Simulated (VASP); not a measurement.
Here is the system:

```
BeZn3Te4
1.0
    6.04541     0.00000     0.00000
    0.00000     6.04541     0.00000
    0.00000     0.00000     6.04541
Zn Te Be
3 4 1
Direct
  0.00000   0.00000   0.00000
  0.50000   0.50000   0.00000
  0.50000   0.00000   0.50000
  0.23782   0.26218   0.26218
  0.76218   0.73782   0.26218
  0.76218   0.26218   0.73782
  0.23782   0.73782   0.73782
  0.00000   0.50000   0.50000
```

Computed with PBE GGA, VASP's PBE PAW potentials (set 64) (plane waves; VASP). Run with 400 eV cut-off, 4×4×4 Γ-centred mesh, Gaussian smearing of 0.050 eV, potentials Zn Te Be.

Unless said otherwise, spin-orbit coupling is left out, though it shifts the bands of the heavy elements here.

Problem. What does the run give for the energy per atom (σ→0), band gap (on the k-mesh) with the smallest direct gap where there is one?

Solution. 
The band gap (on the k-mesh) comes out as 1.62 eV, the smallest direct gap (on the k-mesh) is 1.62 eV and the energy per atom (σ→0) is -2.883 eV/atom.

The absolute energy has meaning only against runs of the same code, potentials and settings.

The structure was generated: BeZn3Te4 was put into an ordered model structure (P-43m), which need not be its known phase. It was relaxed first.
